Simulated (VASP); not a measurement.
Computed with PBE GGA, VASP's PBE PAW potentials (set 64) (plane waves; VASP).

Input for VASP

KPOINTS:
```
Automatic mesh
0
Gamma
7 7 7
0 0 0
```

**INCAR**
```
# general
SYSTEM  = KI
PREC    = Accurate
ENCUT   = 500
LREAL   = .FALSE.
LASPH   = .TRUE.

# electronic loop
EDIFF   = 1E-6
NELM    = 100
ALGO    = Normal
LMAXMIX = 4

# smearing
ISMEAR  = 0
SIGMA   = 0.05

# functional
GGA     = PE

# ions
IBRION  = 2
NSW     = 40
ISIF    = 3
EDIFFG  = -0.02

# output
LWAVE   = .FALSE.
LCHARG  = .FALSE.
```

**POSCAR**
```
KI
1.0
  0.0000000000   3.5930912037   3.5930912037
  3.5930912037   0.0000000000   3.5930912037
  3.5930912037   3.5930912037   0.0000000000
K I
1 1
direct
  0.0000000000   0.0000000000   0.0000000000
  0.5000000000   0.5000000000   0.5000000000
```

POTCAR, in this order: K_sv I (PBE.64 set). Program: vasp_std.

What VASP printed:

OUTCAR:
```
 ion  position               nearest neighbor table
   1  0.000  0.000  0.000-   2 3.59   2 3.59   2 3.59   2 3.59   2 3.59   2 3.59
   2  0.500  0.500  0.500-   1 3.59   1 3.59   1 3.59   1 3.59   1 3.59   1 3.59
  LATTYP: Found a face centered cubic cell.
 ALAT       =     7.1861824074
 Subroutine PRICEL returns:
 Original cell was already a primitive cell.
 Subroutine GETGRP returns: Found 48 space group operations
The static configuration has the point symmetry O_h .
The dynamic configuration has the point symmetry O_h .
 Subroutine INISYM returns: Found 48 space group operations
 Subroutine IBZKPT returns following result:
 Found     20 irreducible k-points:

 Following reciprocal coordinates:
            Coordinates               Weight
  0.000000  0.000000  0.000000      1.000000
  0.142857  0.000000  0.000000      8.000000
  0.285714  0.000000  0.000000      8.000000
  0.428571  0.000000  0.000000      8.000000
  0.142857  0.142857  0.000000      6.000000
  0.285714  0.142857  0.000000     24.000000
  0.428571  0.142857  0.000000     24.000000
 -0.428571  0.142857  0.000000     24.000000
 -0.285714  0.142857  0.000000     24.000000
...
```

OSZICAR:
```
       N       E                     dE             d eps       ncg     rms          rms(c)
DAV:   1     0.924337838298E+02    0.92434E+02   -0.63503E+03   480   0.109E+03
DAV:   2     0.660329748962E+00   -0.91773E+02   -0.86365E+02   604   0.241E+02
DAV:   3    -0.538093311668E+01   -0.60413E+01   -0.60136E+01   620   0.579E+01
DAV:   4    -0.565331542289E+01   -0.27238E+00   -0.27215E+00   868   0.109E+01
DAV:   5    -0.565534969553E+01   -0.20343E-02   -0.20336E-02   632   0.803E-01    0.278E+00
DAV:   6    -0.556412731775E+01    0.91222E-01   -0.13123E-01   584   0.220E+00    0.203E+00
DAV:   7    -0.555811613365E+01    0.60112E-02   -0.13630E-01   604   0.205E+00    0.802E-01
DAV:   8    -0.556434409305E+01   -0.62280E-02   -0.14948E-02   628   0.881E-01    0.106E-01
DAV:   9    -0.556488954067E+01   -0.54545E-03   -0.11942E-03   612   0.218E-01    0.683E-02
DAV:  10    -0.556506986524E+01   -0.18032E-03   -0.18830E-04   612   0.963E-02    0.183E-02
DAV:  11    -0.556508770366E+01   -0.17838E-04   -0.34209E-05   592   0.375E-02    0.122E-02
DAV:  12    -0.556508920271E+01   -0.14990E-05   -0.49109E-06   588   0.173E-02    0.107E-02
DAV:  13    -0.556508962490E+01   -0.42219E-06   -0.10812E-06   452   0.683E-03
   1 F= -.55650896E+01 E0= -.55650896E+01  d E =-.556509E+01
```

### OUTCAR
```
------------------------ aborting loop because EDIFF is reached ----------------------------------------
  FORCE on cell =-STRESS in cart. coord.  units (eV):
  Direction    XX          YY          ZZ          XY          YZ          ZX
  --------------------------------------------------------------------------------------
  Total        0.0015673      0.0015673      0.0015673      0.0000000      0.0000000      0.0000000
  in kB        0.0270654      0.0270654      0.0270654      0.0000000      0.0000000      0.0000000
  external PRESSURE =       0.0270654 kB  Pullay stress =       0.0000000 kB
  volume of cell :       92.78
      direct lattice vectors                 reciprocal lattice vectors
     0.000000000  3.593091204  3.593091204    -0.139155944  0.139155944  0.139155944
     3.593091204  0.000000000  3.593091204     0.139155944 -0.139155944  0.139155944
     3.593091204  3.593091204  0.000000000     0.139155944  0.139155944 -0.139155944
  FREE ENERGIE OF THE ION-ELECTRON SYSTEM (eV)
  ---------------------------------------------------
  free  energy   TOTEN  =        -5.5650896249 eV

  energy  without entropy=       -5.5650896249  energy(sigma->0) =       -5.56508962

 reached required accuracy - stopping structural energy minimisation
```
(Selected blocks of OUTCAR.)

The compound is KI in the rock salt structure. It was relaxed first, which changed the volume by +5 %.
